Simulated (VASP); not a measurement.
All values below come from PBE GGA, VASP's PBE PAW potentials (set 64) (plane waves; VASP).

A VASP calculation is set up with these files.

**POSCAR**
```
GaCuSe2
1
   -2.8223800000     2.8223800000     5.5968340000
    2.8223800000    -2.8223800000     5.5968340000
    2.8223800000     2.8223800000    -5.5968340000
Ga Cu Se
2 2 4
Direct
  0.2500000000   0.7500000000   0.5000000000
  0.5000000000   0.5000000000   0.0000000000
  0.7500000000   0.2500000000   0.5000000000
  0.0000000000   0.0000000000   0.0000000000
  0.1212200000   0.1250000000   0.4962200000
  0.8750000000   0.3712200000   0.9962200000
  0.6287800000   0.6250000000   0.5037800000
  0.3750000000   0.8787800000   0.0037800000
```

**INCAR**
```
ALGO  =  Normal
EDIFF  =  1E-6
ENCUT  =  300
GGA  =  PE
ISIF  =  2
ISMEAR  =  0
LASPH  =  .TRUE.
LCHARG  =  .FALSE.
LMAXMIX  =  4
LREAL  =  .FALSE.
LWAVE  =  .FALSE.
NELM  =  100
PREC  =  Accurate
SIGMA  =  0.1
SYSTEM  =  GaCuSe2
```

**KPOINTS**
```
Regular mesh
0
Gamma
 3 3 3
0 0 0
```

POTCAR, in this order: Ga_d Cu Se (PBE.64 set). Program: vasp_std.

The run wrote:

File OUTCAR:
```
 ion  position               nearest neighbor table
   1  0.250  0.750  0.500-   6 2.45   5 2.45   7 2.45   8 2.45
   2  0.500  0.500  0.000-   5 2.45   6 2.45   8 2.45   7 2.45
   3  0.750  0.250  0.500-   6 2.43   5 2.43   7 2.43   8 2.43
   4  0.000  0.000  0.000-   5 2.43   6 2.43   7 2.43   8 2.43
   5  0.121  0.125  0.496-   4 2.43   3 2.43   2 2.45   1 2.45
   6  0.875  0.371  0.996-   3 2.43   4 2.43   1 2.45   2 2.45
   7  0.629  0.625  0.504-   3 2.43   4 2.43   1 2.45   2 2.45
   8  0.375  0.879  0.004-   3 2.43   4 2.43   2 2.45   1 2.45
  LATTYP: Found a body centered tetragonal cell.
 ALAT       =     5.6447600000
 C/A-ratio  =     1.9830192958
 Subroutine PRICEL returns:
 Original cell was already a primitive cell.
 Subroutine GETGRP returns: Found  8 space group operations
The static configuration has the point symmetry S_4 .
 The point group associated with its full space group is D_2d.
The dynamic configuration has the point symmetry S_4 .
 Subroutine INISYM returns: Found  8 space group operations
 Subroutine IBZKPT returns following result:
 Found      6 irreducible k-points:

 Following reciprocal coordinates:
            Coordinates               Weight
  0.000000  0.000000  0.000000      1.000000
  0.333333  0.000000 -0.000000      8.000000
  0.333333  0.333333 -0.000000      8.000000
 -0.333333  0.333333  0.000000      4.000000
 -0.333333  0.333333  0.333333      4.000000
 -0.333333 -0.333333  0.333333      2.000000
   k-points           NKPTS =      6   k-points in BZ     NKDIM =      6   number of bands    NBANDS=     43
   number of dos      NEDOS =    301   number of ions     NIONS =      8
   total plane-waves  NPLWV =  64000
   dimension x,y,z NGX =    40 NGY =   40 NGZ =   40
   dimension x,y,z NGXF=    80 NGYF=   80 NGZF=   80
   ions per type =               2   2   4
   PREC   = accura    normal or accurate (medium, high low for compatibility)
   ISTART =      0    job   : 0-new  1-cont  2-samecut
   ICHARG =      2    charge: 1-file 2-atom 10-const
   ISPIN  =      1    spin polarized calculation?
...
```

### OSZICAR
```
       N       E                     dE             d eps       ncg     rms          rms(c)
DAV:   1     0.584853149977E+03    0.58485E+03   -0.23102E+04   524   0.155E+03
DAV:   2     0.640469243865E+02   -0.52081E+03   -0.50617E+03   543   0.434E+02
DAV:   3    -0.262955491094E+02   -0.90342E+02   -0.88082E+02   671   0.169E+02
DAV:   4    -0.324027622553E+02   -0.61072E+01   -0.60433E+01   664   0.444E+01
DAV:   5    -0.326492468434E+02   -0.24648E+00   -0.24568E+00   720   0.927E+00    0.117E+01
DAV:   6    -0.327991293290E+02   -0.14988E+00   -0.32446E+01   704   0.831E+01    0.884E+00
DAV:   7    -0.309716540372E+02    0.18275E+01   -0.77288E+00   664   0.621E+01    0.365E+00
DAV:   8    -0.311872773821E+02   -0.21562E+00   -0.37199E+00   776   0.211E+01    0.320E+00
DAV:   9    -0.310671934947E+02    0.12008E+00   -0.11469E+00   720   0.163E+01    0.530E-01
DAV:  10    -0.310679906793E+02   -0.79718E-03   -0.66009E-02   712   0.399E+00    0.175E-01
DAV:  11    -0.310694174072E+02   -0.14267E-02   -0.11773E-02   800   0.129E+00    0.140E-01
DAV:  12    -0.310691944505E+02    0.22296E-03   -0.21048E-03   744   0.826E-01    0.170E-02
DAV:  13    -0.310692250943E+02   -0.30644E-04   -0.22179E-04   741   0.120E-01    0.115E-02
DAV:  14    -0.310692366148E+02   -0.11521E-04   -0.66267E-05   720   0.114E-01    0.173E-02
DAV:  15    -0.310692314421E+02    0.51727E-05   -0.31406E-05   602   0.108E-01    0.227E-03
DAV:  16    -0.310692320779E+02   -0.63580E-06   -0.49074E-06   512   0.975E-03
   1 F= -.31069232E+02 E0= -.31067416E+02  d E =-.363205E-02
```

### OUTCAR
```
------------------------ aborting loop because EDIFF is reached ----------------------------------------
  FORCE on cell =-STRESS in cart. coord.  units (eV):
  Direction    XX          YY          ZZ          XY          YZ          ZX
  --------------------------------------------------------------------------------------
  Total        1.0351009      1.0351009      0.9025058      0.0000000     -0.0000000      0.0000000
  in kB        9.2995058      9.2995058      8.1082510      0.0000000     -0.0000000      0.0000000
  external PRESSURE =       8.9024209 kB  Pullay stress =       0.0000000 kB
  volume of cell :      178.33
      direct lattice vectors                 reciprocal lattice vectors
    -2.822380000  2.822380000  5.596834000     0.000000000  0.177155450  0.089336221
     2.822380000 -2.822380000  5.596834000     0.177155450  0.000000000  0.089336221
     2.822380000  2.822380000 -5.596834000     0.177155450  0.177155450  0.000000000
 POSITION                                       TOTAL-FORCE (eV/Angst)
 -----------------------------------------------------------------------------------
      2.82238     -0.00000      2.79842        -0.000000      0.000000     -0.000000
      0.00000      0.00000      5.59683        -0.000000      0.000000     -0.000000
     -0.00000      2.82238      2.79842        -0.000000      0.000000      0.000000
      0.00000      0.00000      0.00000        -0.000000      0.000000     -0.000000
      1.41119      1.38985     -1.39921        -0.000000     -0.104857     -0.000000
      1.38985      4.23357      1.39921        -0.104857      0.000000     -0.000000
      1.41119      1.43253      4.19763        -0.000000      0.104857     -0.000000
      1.43253     -1.41119      6.99604         0.104857      0.000000     -0.000000
 -----------------------------------------------------------------------------------
    total drift:                                0.000027      0.000027      0.000034
  FREE ENERGIE OF THE ION-ELECTRON SYSTEM (eV)
  ---------------------------------------------------
  free  energy   TOTEN  =       -31.0692320779 eV

  energy  without entropy=      -31.0656000297  energy(sigma->0) =      -31.06741605
```
(Selected blocks of OUTCAR.)

At this cut-off the stress carries a Pulay error, which pulls relaxed volumes low.

The structure comes from a computed database's GaCuSe2 entry; how it stands against other phases isn't given here. The cell was not relaxed at this level. The k-mesh is coarse (spacing up to 0.52 per Å, 2π included), so the numbers may not be converged in it.
